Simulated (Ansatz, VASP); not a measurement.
# Cross-check of Ni (Ni(100)) between VASP and Ansatz

Wanted: the spread between two codes on one cell, functional and k mesh. Of the first pair: The structure shown is the start of the Ansatz relaxation below; VASP solves that cell, so the two are compared at the walk's first step.

Calculated with Ansatz 0.2.0; plane waves, with VASP 6.6.1 beside it; PBE.

**1. Starting point**

The cell holds 4 atoms: 4 Ni. Its edges and angles: a = 2.489 Å, b = 2.489 Å, c = 23.280 Å, α = 90.0°, β = 90.0°, γ = 90.0°. Vacuum lies along c.

**2. Ansatz: relaxation, PBE**

Ansatz runs on its default PAW (the set named soft_2) files.

The two programs are compared at the cell with which this relaxation starts, whose forces are those of its first step.

Contents of input.yaml:

```yaml
crystal:
  lattice:
    - [2.4890158698, 0.0, 0.0]
    - [0.0, 2.4890158698, 0.0]
    - [0.0, 0.0, 23.28]
  atoms:
    - { symbol: Ni, position: [0.5, 0.5, 0.3865979381], spin: 0.7 }
    - { symbol: Ni, position: [0.0, 0.0, 0.4621993127], spin: 0.7 }
    - { symbol: Ni, position: [0.5, 0.5, 0.5378006873], spin: 0.7 }
    - { symbol: Ni, position: [0.0, 0.0, 0.6134020619], spin: 0.7 }
magnetization:
  spin_polarized: true
kpoints:
  mp_grid: { grid: [12, 12, 1] }
hamiltonian:
  xc: pbe
scf:
  occupations: { method: fermi_dirac, width: 0.1 }
  convergence: { dr2_threshold: 1.0e-08 }
efield:
  axis: 3
  dipole_correction: true
  ramp_position: 0.97
  ramp_width: 0.06
relax:
  f_tol: 0.02
  max_steps: 60
  constraints: [{ sites: [0, 1] }]
output:
  write_potential: true
  write_density: true
  volumetric_format: npy
```

Started as:

```bash
> ansatz run input.yaml --threads 4 --pin off --max-ram 16384MiB --backend cpu --events-out ev --progress --plain --runs-dir out
```

Numbers of over 12 decimals in the logs are rounded to 6 here.

The program printed:

```text
Engine: ansatz 0.2.0, aarch64-unknown-linux-gnu
Pseudopotentials: kind: paw
Pseudopotential: Ni, paw, valence charge 18, recommended cutoff 420 eV (normal), Ni.paw.azcp
Functional definition: PBE
  parameter kappa = 0.804
  parameter beta = 0.066725
  exchange = pbe_x(kappa = kappa, mu = beta*pi^2/3)
  correlation = pbe_c(beta = beta)
Crystal: 4 atoms, lattice volume = 144.224 Å³
Basis set: ecut = 420 eV, 2797 PW (Γ), exchange–correlation on 36×36×320 points (8 copies of the dense FFT grid, shifted against one another)
Bands: 45, of which v1, the nominal top of the filled ones, is band 36 counted from 1 (35 counted from 0)
Symmetry: 8 space group operations
k-points: 28 of 144
Non-local potential: Ni, projectors of the file, l = 0: 3, l = 1: 2, l = 2: 3, l = 3: 1
PAW form: soft (Blöchl's): semilocal exchange-correlation on the pseudo side does not see the compensation charge
PAW one-centre angular grid: Ni, 590 points (default); XC on 64 Gauss nodes
Initial density: superposition of atomic densities (neutral atoms: chi_scale 0, normalization atom)
Starting moments: Σ|m| = 2.8 μB on 4 of 4 sites
Initial wavefunctions: pseudopotential atomic-orbital guess
Functional: x = pbe(κ = 0.804, μ = 0.219515), c = pbe(β = 0.066725)
SCF iter   1: F=—  HF=-23353.273584 eV  |F-HF|=—  |Δ(HF+E_count)|=         —  Δρ=2.27e-2 (↑1.48e-2 ↓2.27e-2)  dr2=3.71e0  dr2_m=2.44e-1  M=2.982 μB ∫|m|=3.119 μB  β_m=1.00  ethr=3.10e-3  p=-0.000 e·Å  D=-6.64e-14 V/Å  ΔV_dip=0.00 eV  dr2_dipole=1.59e-8  V_vac-E_F(+/−)=7.12/7.12 eV  ⟨swp⟩=12.1  Hψ=13190  notcnv=0  defer=20
Mixer restart at iter 1: flushing history
efield: sawtooth ramp at fractional position 0.9700 (set: `efield.ramp_position`, or a place that a band, a saddle search or an elastic batch's reference lends), width 0.0600; the density the first Hamiltonian is built on has a dipole p = -0.000 e·Å; the dipole correction subtracts the counter field D = -6.64e-14 V/Å, which shifts the + side's vacuum level by +0.00 eV against the − side's; the planar-averaged density in the ramp window peaks in size at 2.1e-5 e/Å³
preconditioner: auto → LDOS  [metal: Δε(μ)=0.011 eV  Ē_g=6.947 eV  σ=0.100 eV  W_gap=0.03  n_scr=18 (ndim 8)  ℏωp=19.6 eV  f_vac=0.627  D(μ)=8.52/eV (n_scr^D=84)]
spin=Collinear: LDOS preconditioning applied to the charge; magnetization (m = ρ↑ − ρ↓) channel mixes plain (no charge-response kernel on spin).
SCF iter   2: F=—  HF=-23353.965802 eV  |F-HF|=—  |Δ(HF+E_count)|=   6.92e-1  Δρ=1.21e-2 (↑1.21e-2 ↓9.33e-3)  dr2=7.32e-1  dr2_m=5.55e-3  M=2.942 μB ∫|m|=3.205 μB  β_m=0.33  ethr=3.10e-3  p=-0.000 e·Å  D=-5.03e-4 V/Å  ΔV_dip=0.01 eV  dr2_dipole=3.44e-4  V_vac-E_F(+/−)=6.25/6.24 eV  ⟨swp⟩=2.6  Hψ=4391  notcnv=0  defer=71
density mixer auto → msr1: a metal under ldos (density of states about μ 3.98 of a free-electron gas's, 18 screened modes)
SCF iter   3: F=—  HF=-23355.551918 eV  |F-HF|=—  |Δ(HF+E_count)|=    1.59e0  Δρ=4.88e-3 (↑4.88e-3 ↓4.71e-3)  dr2=1.34e-1  dr2_m=2.77e-3  M=2.939 μB ∫|m|=3.247 μB  β_m=0.46  ethr=1.02e-3  p=0.000 e·Å  D=3.79e-5 V/Å  ΔV_dip=-0.00 eV  dr2_dipole=3.40e-4  V_vac-E_F(+/−)=5.73/5.73 eV  ⟨swp⟩=3.0  Hψ=4152  notcnv=0  defer=71
SCF iter   4: F=—  HF=-23356.854318 eV  |F-HF|=—  |Δ(HF+E_count)|=         —  Δρ=5.23e-3 (↑4.55e-3 ↓5.23e-3)  dr2=8.94e-2  dr2_m=2.31e-3  M=2.908 μB ∫|m|=3.268 μB  β_m=0.46  ethr=1.86e-4  p=0.000 e·Å  D=3.25e-4 V/Å  ΔV_dip=-0.01 eV  dr2_dipole=2.72e-4  V_vac-E_F(+/−)=5.25/5.26 eV  ⟨swp⟩=3.1  Hψ=4802  notcnv=0  defer=73
SCF iter   5: F=—  HF=-23357.159715 eV  |F-HF|=—  |Δ(HF+E_count)|=   3.05e-1  Δρ=4.07e-3 (↑1.37e-3 ↓4.07e-3)  dr2=2.79e-2  dr2_m=4.11e-3  M=2.834 μB ∫|m|=3.203 μB  β_m=0.73  ethr=1.24e-4  p=0.000 e·Å  D=4.54e-4 V/Å  ΔV_dip=-0.01 eV  dr2_dipole=8.32e-6  V_vac-E_F(+/−)=5.09/5.10 eV  ⟨swp⟩=2.2  Hψ=4058  notcnv=0  defer=82
SCF iter   6: F=—  HF=-23357.242206 eV  |F-HF|=—  |Δ(HF+E_count)|=   8.25e-2  Δρ=3.24e-3 (↑1.11e-3 ↓3.24e-3)  dr2=1.63e-2  dr2_m=1.92e-3  M=2.757 μB ∫|m|=3.129 μB  β_m=0.87  ethr=3.88e-5  p=0.000 e·Å  D=5.28e-6 V/Å  ΔV_dip=-0.00 eV  dr2_dipole=5.76e-6  V_vac-E_F(+/−)=4.96/4.96 eV  ⟨swp⟩=2.1  Hψ=4145  notcnv=0  defer=90
SCF iter   7: F=—  HF=-23357.242451 eV  |F-HF|=—  |Δ(HF+E_count)|=   2.45e-4  Δρ=1.82e-3 (↑1.56e-3 ↓1.82e-3)  dr2=9.87e-3  dr2_m=8.37e-5  M=2.755 μB ∫|m|=3.127 μB  β_m=0.66  ethr=2.26e-5  p=0.000 e·Å  D=3.27e-4 V/Å  ΔV_dip=-0.01 eV  dr2_dipole=7.54e-5  V_vac-E_F(+/−)=4.88/4.89 eV  ⟨swp⟩=2.4  Hψ=4725  notcnv=0  defer=98
SCF iter   8: F=—  HF=-23357.240247 eV  |F-HF|=—  |Δ(HF+E_count)|=   2.20e-3  Δρ=2.55e-4 (↑1.49e-4 ↓2.55e-4)  dr2=1.70e-4  dr2_m=2.56e-5  M=2.755 μB ∫|m|=3.126 μB  β_m=0.74  ethr=1.37e-5  p=-0.000 e·Å  D=-1.23e-5 V/Å  ΔV_dip=0.00 eV  dr2_dipole=2.02e-6  V_vac-E_F(+/−)=4.91/4.91 eV  ⟨swp⟩=2.0  Hψ=3863  notcnv=0  defer=95
[...]
SCF iter   6: F=—  HF=-23357.251569 eV  |F-HF|=—  |Δ(HF+E_count)|=   1.68e-5  Δρ=7.85e-5 (↑5.67e-5 ↓7.85e-5)  dr2=3.06e-5  dr2_m=6.48e-7  M=2.749 μB ∫|m|=3.121 μB  β_m=0.66  ethr=1.40e-8  p=0.000 e·Å  D=1.79e-5 V/Å  ΔV_dip=-0.00 eV  dr2_dipole=5.26e-6  V_vac-E_F(+/−)=4.88/4.88 eV  ⟨swp⟩=2.9  Hψ=5168  notcnv=0  defer=97
SCF iter   7: F=—  HF=-23357.251567 eV  |F-HF|=—  |Δ(HF+E_count)|=   2.72e-6  Δρ=2.43e-5 (↑2.43e-5 ↓2.06e-5)  dr2=3.46e-6  dr2_m=1.90e-7  M=2.749 μB ∫|m|=3.120 μB  β_m=0.58  ethr=1.40e-8  p=0.000 e·Å  D=3.63e-5 V/Å  ΔV_dip=-0.00 eV  dr2_dipole=8.58e-7  V_vac-E_F(+/−)=4.88/4.88 eV  ⟨swp⟩=2.1  Hψ=4407  notcnv=0  defer=97
SCF iter   8: F=—  HF=-23357.251567 eV  |F-HF|=—  |Δ(HF+E_count)|=   1.71e-7  Δρ=1.64e-5 (↑7.45e-6 ↓1.64e-5)  dr2=4.31e-7  dr2_m=7.83e-8  M=2.749 μB ∫|m|=3.120 μB  β_m=0.56  ethr=4.80e-9  p=0.000 e·Å  D=4.07e-5 V/Å  ΔV_dip=-0.00 eV  dr2_dipole=1.86e-8  V_vac-E_F(+/−)=4.88/4.88 eV  ⟨swp⟩=2.3  Hψ=3810  notcnv=0  defer=97
SCF iter   9: F=—  HF=-23357.251567 eV  |F-HF|=—  |Δ(HF+E_count)|=   2.09e-7  Δρ=6.24e-6 (↑6.24e-6 ↓6.00e-6)  dr2=8.28e-8  dr2_m=2.06e-8  M=2.748 μB ∫|m|=3.120 μB  β_m=0.54  ethr=5.99e-10  p=0.000 e·Å  D=3.78e-5 V/Å  ΔV_dip=-0.00 eV  dr2_dipole=2.72e-9  V_vac-E_F(+/−)=4.88/4.88 eV  ⟨swp⟩=2.8  Hψ=4699  notcnv=0  defer=97
SCF iter  10: F=—  HF=-23357.251567 eV  |F-HF|=—  |Δ(HF+E_count)|=   6.34e-9  Δρ=4.09e-6 (↑1.47e-6 ↓4.09e-6)  dr2=1.12e-8  dr2_m=8.04e-9  M=2.748 μB ∫|m|=3.120 μB  β_m=0.58  ethr=1.15e-10  p=0.000 e·Å  D=4.37e-5 V/Å  ΔV_dip=-0.00 eV  dr2_dipole=1.51e-10  V_vac-E_F(+/−)=4.88/4.88 eV  ⟨swp⟩=2.6  Hψ=4378  notcnv=0  defer=97
SCF iter  11: F=—  HF=-23357.251567 eV  |F-HF|=—  |Δ(HF+E_count)|=   2.99e-8  Δρ=1.39e-6 (↑1.36e-6 ↓1.39e-6)  dr2=4.68e-9  dr2_m=1.47e-9  M=2.748 μB ∫|m|=3.120 μB  β_m=0.55  ethr=1.56e-11  p=0.000 e·Å  D=4.29e-5 V/Å  ΔV_dip=-0.00 eV  dr2_dipole=9.23e-10  V_vac-E_F(+/−)=4.88/4.88 eV  ⟨swp⟩=2.4  Hψ=4299  notcnv=0  defer=97
SCF iter  12: F=-23357.251567 eV  HF=-23357.251567 eV  |F-HF|=5.46e-10  |Δ(HF+E_count)|=  4.22e-10  Δρ=7.51e-7 (↑2.52e-7 ↓7.51e-7)  dr2=3.17e-9  dr2_m=1.71e-10  M=2.748 μB ∫|m|=3.120 μB  ethr=6.50e-12  p=0.000 e·Å  D=4.46e-5 V/Å  ΔV_dip=-0.00 eV  dr2_dipole=5.60e-10  V_vac-E_F(+/−)=4.88/4.88 eV  ⟨swp⟩=6.8  Hψ=16903  notcnv=0
SCF 3 converged in 12 iterations: F = -23357.251567 eV  dr2 = 3.17e-9
  greatest PAW one-centre occupation: 1.001 electrons in one spin orbital (limit 2), on the Ni atom at site 3 (counted from 0), in its partial waves of l = 1
relax step   3: F+E_penalty+E_count = -23357.25156682 eV  Δ(F+E_penalty+E_count) = -4.782e-3 eV  max|allowed force component| = 1.641e-2 eV/Å  Δτ_max = 0.0268 Å  (12 SCF iters, accepted)
NSCF: frozen V_eff on 28 k-points
the band table was solved once a step of the walk had ended and its energy, with any forces and stress, was formed, with the checks that follow a solve (14613 applications of the Hamiltonian). They found nothing against the state; the energy, forces and stress were not computed again (output.eigenvalues in the input reference)
WARN: The output density's exchange-correlation potential varies sharply where the density is thin. Do not read a vacuum level from v_tot or v_xc, or from such a field of the output density. On a cell that repeats whose density bears no net charge and no dipole along the vacuum's axis use v_es (v_loc + v_h of the components); under efield.dipole_correction with no amplitude use v_es + v_field, which holds any externa [...]
SCF converged after 12 iterations
Magnetization: 2.7484 μB (37.3742 up, 34.6258 down)
Absolute magnetization: 3.1226 μB (∫|ρ↑−ρ↓|, with the PAW one-centre terms)
Spin contamination: 0.0390 ħ² per cell (⟨S²⟩ above its minimum at these occupations)
Per-site moments (μB) at R_I (Å): [(0.762882, 1.026719), (0.693008, 1.026719), (0.696430, 1.007501), (0.757957, 1.007501)]
Free energy (F): -23357.251567 eV
Harris-Foulkes:  -23357.251567 eV  (|F-HF|=5.46e-10)
Internal energy: -23357.011351 eV  (E = F + TS)
E sigma→0 (E₀):  -23357.131459 eV
Entropy (-TS):   -0.240216 eV (-60.054 meV/atom)
Fermi energy:    2.140071 eV
Dipole field:    D = 0.000007 V/Å  (p = 0.000006 e·Å, saw-weighted, corrected)
Work function:   Φ+ = 4.8828 eV   Φ− = 4.8830 eV
Levels:          The Fermi level and band energies are counted from a zero that moves with the ramp; work functions are not
--- Per-component energies (eV) ---
  E_band       = -2276.906321
  E_kinetic    = 1125.839521
  E_local      = -160320.726058  (includes V_loc(G=0)·N_el)
  E_nonlocal   = 2550.732742
  E_hartree    = 78456.156364
  E_xc         = -335.347096
  E_vxc        = -432.080370  (∫ρ·V_xc dr)
  E_paw        = -6525.524441  (= ΣΔE_a)
  E_vpaw       = -2112.983663  (= ΣTr[D̂ρ^β])
  E_aug_tail   = 0.002110  (compensation charges beyond the density's cutoff)
  E_efield     = 0.000000  (sawtooth field / dipole correction)
  E_vefield    = 0.000003  (∫n·V_field dr)
  E_ewald      = 61691.855507
  E_smearing   = -0.240216  (= −TS)
  E_closure    = 0.000000  (closes the sum)
  Σ components = -23357.251567   (vs F -23357.251567, Δ=0.00e0)
--- Forces (eV/Å), atoms counted from 1 ---
  atom   1  Ni    -0.00000000     0.00000000     0.33191270
  atom   2  Ni    -0.00000000     0.00000000    -0.32933477
  atom   3  Ni    -0.00000000     0.00000000    -0.01641471
  atom   4  Ni     0.00000000     0.00000000     0.01384867
  max |Σ_I F_I| component: 1.19e-5 eV/Å
--- Band table (eV; the first three rows and the last of 56) ---
  k-point 0 ↑: bands = [... 32 lower, 1.1728, 1.2119, 1.2119, 1.4613, 1.5649, 1.5845, 1.5845, 2.2601, ... 5 higher]
  k-point 1 ↑: bands = [... 32 lower, 0.9720, 1.0134, 1.3137, 1.3535, 1.3948, 1.5289, 1.6083, 2.6289, ... 5 higher]
  k-point 2 ↑: bands = [... 32 lower, 0.8601, 0.8667, 1.2735, 1.3092, 1.4367, 1.5181, 1.6057, 3.3597, ... 5 higher]
  k-point 27 ↓: bands = [... 32 lower, 2.4956, 2.5557, 2.7827, 2.8183, 5.6265, 5.6265, 8.0826, 8.0826, ... 5 higher]
--- Relaxed structure (3 steps of the walk, 3 accepted, 0 SCFs on fresh bases) ---
  F+E_penalty+E_count = -23357.25156682 eV   max|allowed force component| = 1.641e-2 eV/Å
  atoms:
    - { symbol: Ni, position: [0.5, 0.5, 0.386598] }
    - { symbol: Ni, position: [0.0, 0.0, 0.4621993127] }
    - { symbol: Ni, position: [0.5, 0.5, 0.538752] }
    - { symbol: Ni, position: [0, 0.0, 0.611496] }
```

(Continued in part 2 of 2.)

[Lines on the potential files, build, host, timing and source positions are cut from VASP's logs without a mark.]

[Logs are printed without paths, hosts, clocks, repeated set-up lines and the standing remarks that a program may print on its own settings, such as how far it seeks lower states.]

[Hosts, paths, dates, database ids (printed as entryN), source tags and the programs' standing remarks are cut or masked in the printed files.]
